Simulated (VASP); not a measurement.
Here is the system:

```xyz
2
Lattice="0.0000 2.5458 2.5458 2.5458 0.0000 2.5458 2.5458 2.5458 0.0000" Properties=species:S:1:pos:R:3 pbc="T T T"
Li     0.0000     0.0000     0.0000
Cl     2.5458     2.5458     2.5458
```

Computed with r2SCAN meta-GGA, VASP's PBE PAW potentials (set 64) (plane waves; VASP 6.6.1). Settings: 600 eV cut-off, 8×8×8 Γ-centred mesh, Gaussian smearing of 0.050 eV, potentials Li_sv Cl.

Each row applies one change to this cell, which was relaxed at other settings and keeps the small stress of the first row; at a fixed cut-off the stress holds a Pulay part, so it need not integrate to ΔE exactly. Stress is in GPa, positive when the cell is compressed; gaps are those on the k-mesh, and 0.00 means metallic.

```csv
change,ΔE (meV/atom),σxx,σyy,σzz,"largest shear component, with its sign (GPa)",gap (eV)
none,0.0,-0.09,-0.09,-0.09,0.00,7.44
shear strain γ_xz = -1.5 %,0.3,-0.08,-0.10,-0.08,0.42,7.39
isotropic strain of -0.5 %,0.4,0.46,0.46,0.46,0.00,7.55
biaxial strain of +0.5 % in the xz plane,0.3,-0.54,-0.33,-0.54,0.00,7.37
uniaxial strain of -1.0 % along z,0.3,0.15,0.15,0.58,0.00,7.50
uniaxial strain of -1.0 % along y,0.3,0.15,0.58,0.15,0.00,7.50
```

Failed runs are left out, and for metals the shear rows, which the mesh's noise covers.

The compound is LiCl in the rock salt structure.
